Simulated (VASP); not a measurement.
Input:

```
Zn
1.0
    1.28822    -2.23126     0.00000
    1.28822     2.23126     0.00000
    0.00000     0.00000     4.74479
Zn
2
Direct
  0.33333   0.66667   0.25000
  0.66667   0.33333   0.75000
```

The numbers are results of LDA (Ceperley-Alder, Perdew-Zunger), VASP's LDA PAW potentials (set 64) (plane waves; VASP), not measurements. Run with 500 eV cut-off, 16×16×8 Γ-centred mesh, first-order Methfessel-Paxton smearing of 0.10 eV, potentials Zn.

Energy and stress use the plane-wave basis of the starting cell.

### Question
The ions, cell shape and volume at an external pressure of 5.0 GPa are relaxed. Predict the relaxed structure.

### Answer

```
Zn
1.0
    1.27398    -2.20659     0.00000
    1.27398     2.20659     0.00000
    0.00000     0.00000     4.64401
Zn
2
Direct
  0.33333   0.66667   0.25000
  0.66667   0.33333   0.75000
```
Space group P6_3/mmc (194), at a tolerance of 0.03 Å.

### Question
How do energy and volume change from the first to the last step?

### Answer
The energy (σ→0) changes by +8.8 meV/atom and the volume by -4.3 %, in 6 ionic steps.

The compound is Zn in the hcp structure. This run relaxes it under an external pressure of 5 GPa. Symmetry was kept, so distortions that lower it aren't found.
